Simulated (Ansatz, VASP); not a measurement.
# Cross-check of SnO2 (Cassiterite) between VASP and Ansatz, part 2 of 2

One calculation is typed for both programs; each brings its own data sets. How far apart do they land? The cell is taken from a series of runs on this material, whose earlier steps may have relaxed, scaled, displaced or heated it; both programs get it as it stands.

VASP 6.6.1 and Ansatz 0.2.0.

So far. Step 2 (VASP: single point, PBE): The run ends at a pressure of 0.48 GPa, with forces up to 0.017 eV/Å.

## Step 5: VASP: single point, r2SCAN, spin-orbit coupling

Level of this step: r2SCAN, spin-orbit coupling; plane waves and PAW (Sn_d, O) (VASP).

A single point gives forces, pressure and levels at one fixed geometry, so differences don't come from the geometry; what else differs is listed under the comparison. The cell compared in this pair holds 71.53 Å³, against 75.44 Å³ for the pair before.

The input, INCAR:

```
SYSTEM = SnO2
PREC = Accurate
ENCUT = 660
EDIFF = 1E-06
NELM = 200
ISMEAR = 0
SIGMA = 0.01
LREAL = .FALSE.
ALGO = Normal
METAGGA = R2SCAN
LASPH = .TRUE.
LNONCOLLINEAR = .TRUE.
MAGMOM = 0 0 0 0 0 0 0 0 0 0 0 0 0 0 0 0 0 0
NBANDS = 64
GGA_COMPAT = .FALSE.
LSORBIT = .TRUE.
LORBIT = 11
LWAVE = .FALSE.
LCHARG = .FALSE.
ISIF = 2
EFERMI = MIDGAP
LMIXTAU = .TRUE.
KPAR = 2
```

The input, POSCAR:

```
SnO2
1.0
    4.7380000000      0.0000000000      0.0000000000
    0.0000000000      4.7380000000      0.0000000000
    0.0000000000      0.0000000000      3.1865000000
Sn O
2 4
Direct
    0.0000000000      0.0000000000      0.0000000000
    0.5000000000      0.5000000000      0.5000000000
    0.3071000000      0.3071000000      0.0000000000
    0.1929000000      0.8071000000      0.5000000000
    0.6929000000      0.6929000000      0.0000000000
    0.8071000000      0.1929000000      0.5000000000
```

The input, KPOINTS:

```
Automatic mesh
0
Gamma
6 6 8
0 0 0
```

Potentials, in the order of the species: Sn_d and O (PBE family, release 64).

The run is started by

```console
> mpirun -np 2 vasp_ncl
```

Numbers of over 12 decimals in the logs are rounded to 6 here.

Output:

```text
[banner, memory and clock lines left out]
running    2 mpi-ranks, on    1 nodes
[...]
|                                                                             |
|               ----> ADVICE to this user running VASP <----                  |
|                                                                             |
|     You enforced a specific xc type in the INCAR file but a different       |
|     [... a line on the potential file left out ...]
|     I HOPE YOU KNOW WHAT YOU ARE DOING!                                     |
|                                                                             |

 LDA part: xc-table for (None), standard interpolation
 POSCAR, INCAR and KPOINTS ok, starting setup
[...]
entering main loop
       N       E                     dE             d eps       ncg     rms          rms(c)
DAV:   1     0.849342548709E+03    0.84934E+03   -0.28273E+04  7440   0.304E+03
DAV:   2     0.107756993748E+03   -0.74159E+03   -0.70132E+03  6608   0.931E+02
DAV:   3    -0.850285680843E+02   -0.19279E+03   -0.18766E+03  6992   0.320E+02
DAV:   4    -0.102894419846E+03   -0.17866E+02   -0.17672E+02  7880   0.107E+02
[...]
DAV:  17    -0.846992438818E+02   -0.50614E-04   -0.12830E-05  7832   0.422E-02    0.374E-03
DAV:  18    -0.846992594658E+02   -0.15584E-04   -0.28445E-06  6544   0.245E-02    0.297E-03
DAV:  19    -0.846992596390E+02   -0.17322E-06   -0.76765E-07  4680   0.114E-02
   1 F= -.84699260E+02 E0= -.84699260E+02  d E =0.000000E+00  mag=    -0.0000     0.0000    -0.0000
```

OUTCAR, selected parts (step 5):

```text
  Total        1.6226527      1.6226527      2.4249081      0.0000000      0.0000000      0.0000000
  in kB       36.3439493     36.3439493     54.3127552      0.0000000      0.0000000      0.0000000
  external PRESSURE =      42.3335513 kB  Pullay stress =       0.0000000 kB

 POSITION                                       TOTAL-FORCE (eV/Angst)
 -----------------------------------------------------------------------------------
      0.00000      0.00000      0.00000        -0.000000      0.000000      0.000000
      2.36900      2.36900      1.59325        -0.000000      0.000000      0.000000
      1.45504      1.45504      0.00000        -0.195013     -0.195013     -0.000000
      0.91396      3.82404      1.59325         0.195013     -0.195013      0.000000
      3.28296      3.28296      0.00000         0.195013      0.195013      0.000000
      3.82404      0.91396      1.59325        -0.195013      0.195013     -0.000000
 -----------------------------------------------------------------------------------
    total drift:                               -0.000000     -0.000000      0.000000

  FREE ENERGIE OF THE ION-ELECTRON SYSTEM (eV)
  ---------------------------------------------------
  free  energy   TOTEN  =       -84.6992596390 eV

  energy  without entropy=      -84.6992596390  energy(sigma->0) =      -84.69925964

 magnetization (x)
# of ion       s       p       d       tot
------------------------------------------
    1        0.000   0.000   0.000   0.000
    2        0.000   0.000   0.000   0.000
    3        0.000   0.000   0.000   0.000
    4        0.000   0.000   0.000   0.000
    5        0.000   0.000   0.000   0.000
    6        0.000   0.000   0.000   0.000
--------------------------------------------------
tot          0.000   0.000   0.000   0.000

 magnetization (y)
# of ion       s       p       d       tot
------------------------------------------
    1        0.000   0.000   0.000   0.000
    2        0.000   0.000   0.000   0.000
    3        0.000   0.000   0.000   0.000
    4        0.000   0.000   0.000   0.000
    5        0.000   0.000   0.000   0.000
    6        0.000   0.000   0.000   0.000
--------------------------------------------------
tot          0.000   0.000   0.000   0.000

 magnetization (z)
# of ion       s       p       d       tot
------------------------------------------
    1       -0.000   0.000   0.000  -0.000
    2       -0.000   0.000   0.000  -0.000
    3        0.000   0.000   0.000   0.000
    4        0.000   0.000   0.000   0.000
    5        0.000   0.000   0.000   0.000
    6        0.000   0.000   0.000   0.000
--------------------------------------------------
tot         -0.000   0.000   0.000  -0.000

[... 3 further parts left out ...]
[key lines of the parts left out:]
E-fermi :   6.7018
```

The run ends at a pressure of 4.23 GPa, with forces up to 0.28 eV/Å.

## Step 6: Ansatz: single point, r2SCAN, spin-orbit coupling

The same cell, functional and mesh now go to Ansatz, which takes its cutoff from its data sets.

The cell is taken from a series of runs on this material, whose earlier steps may have relaxed, scaled, displaced or heated it; both programs get it as it stands.

The input, input.yaml:

```yaml
crystal:
  lattice:
    - [4.738, 0.0, 0.0]
    - [0.0, 4.738, 0.0]
    - [0.0, 0.0, 3.1865]
  atoms:
    - { symbol: Sn, position: [0.0, 0.0, 0.0] }
    - { symbol: Sn, position: [0.5, 0.5, 0.5] }
    - { symbol: O, position: [0.3071, 0.3071, 0.0] }
    - { symbol: O, position: [0.1929, 0.8071, 0.5] }
    - { symbol: O, position: [0.6929, 0.6929, 0.0] }
    - { symbol: O, position: [0.8071, 0.1929, 0.5] }
kpoints:
  mp_grid: { grid: [6, 6, 8] }
  band_path:
    path:
      - [0.0, 0.0, 0.0]
      - [0.0, 0.5, 0.0]
      - [0.5, 0.5, 0.0]
      - [0.0, 0.0, 0.5]
      - [0.0, 0.5, 0.5]
      - [0.5, 0.5, 0.5]
    npoints: 1
hamiltonian:
  xc: r2scan
scf:
  occupations: { method: fixed }
  n_extra_bands: 12
magnetization:
  noncollinear: true
  spin_orbit: true
output:
  eigenvalues: true
  forces: true
  stress: true
  write_density: true
  write_potential: true
  elf: true
  volumetric_format: npy
```

The run is started by

```console
> ansatz run input.yaml --threads 3 --pin off --max-ram 64512MiB --backend cuda --devices 1 --max-vram 24GiB --events-out ev --progress --plain --runs-dir out
```

Output:

```text
[...]
GPUs: using 1 of 1 available (devices: 1).
[...]
non-collinear run that drives no moment, with spin-orbit: no starting moment large enough to seed its density (crystal.atoms[].spin), no starting occupations that ask for one, no magnetisation constraint and no magnetic field, so the semilocal B_xc is pinned to zero
[...]
k-point 1: bands = [... 48 lower, 8.3525, 8.3525, 8.9432, 8.9432, 11.9697, 11.9697, 16.3382, 16.3382, ... 8 higher]
  k-point 2: bands = [... 48 lower, 8.2417, 8.2417, 8.5650, 8.5650, 13.6269, 13.6269, 16.8639, 16.8639, ... 8 higher]
  k-point 49: bands = [... 48 lower, 8.2146, 8.2146, 8.2146, 8.2146, 14.8150, 14.8150, 14.8150, 14.8150, ... 8 higher]
[key lines of the parts left out:]
SCF converged after 8 iterations
Magnetization: |M| = 0.0000 μB,  M = (+0.0000, +0.0000, +0.0000) μB
Free energy (F): -14331.842710 eV
Fermi energy:    9.077214 eV
P = ⅓ Tr σ = 3.2929 GPa (32.929 kbar)
```

## Step 7: Side by side

What differs besides the data sets and the points named for the pairs above, as far as they apply: spin-orbit coupling enters by fully relativistic files in Ansatz and inside the spheres in VASP; VASP keeps PBE cores, Ansatz makes them for the functional; fixed occupations in Ansatz, narrow Gaussian smearing in VASP; the cutoff is 500 eV in Ansatz and 660 eV in VASP. Total energies have different zeros and are not compared.

Both answers:

| quantity | Ansatz | VASP | difference |
| --- | --- | --- | --- |
| pressure (GPa) | 3.29 | 4.23 | -0.94 |
| gap on the k mesh (eV) | 1.965 | 1.991 | -0.026 |

Forces (eV/Å; atoms numbered as in POSCAR):

| atom | Ansatz x, y, z | VASP x, y, z |
| --- | --- | --- |
| Sn1 | 0.000, 0.000, 0.000 | 0.000, 0.000, 0.000 |
| Sn2 | 0.000, 0.000, 0.000 | 0.000, 0.000, 0.000 |
| O3 | -0.170, -0.170, 0.000 | -0.195, -0.195, 0.000 |
| O4 | 0.170, -0.170, 0.000 | 0.195, -0.195, 0.000 |
| O5 | 0.170, 0.170, 0.000 | 0.195, 0.195, 0.000 |
| O6 | -0.170, 0.170, 0.000 | -0.195, 0.195, 0.000 |

The forces differ by 17 meV/Å r.m.s., which is 12.8 % of the r.m.s. force of 0.130 eV/Å (both taken over all components). A gap on the mesh is an upper bound, since the band edges may lie between its points.

## Step 8: Results

| Property | Result |
| --- | --- |
| difference in gap on the k mesh (single point, PBE) | 0.011 eV |
| r.m.s. force difference (single point, PBE) | 7.6 meV/Å |
| r.m.s. force difference (single point, r2SCAN, spin-orbit coupling) | 17 meV/Å |
| difference in pressure (single point, r2SCAN, spin-orbit coupling) | -0.94 GPa |

**Reading.** The r.m.s. force difference is 17 meV/Å (single point, r2SCAN, spin-orbit coupling), beyond the 12 meV/Å picked in this series as the mark of a large difference. What causes the difference of the single point, r2SCAN, spin-orbit coupling pair stays open here. How closely two codes agree says nothing of how well the functional describes the real material.

[Lines on the potential files, build, host, timing and source positions are cut from VASP's logs without a mark.]

[Logs are printed without paths, hosts, clocks, repeated set-up lines and the standing remarks that a program may print on its own settings, such as how far it seeks lower states.]

[Hosts, paths, dates, database ids (printed as entryN), source tags and the programs' standing remarks are cut or masked in the printed files.]
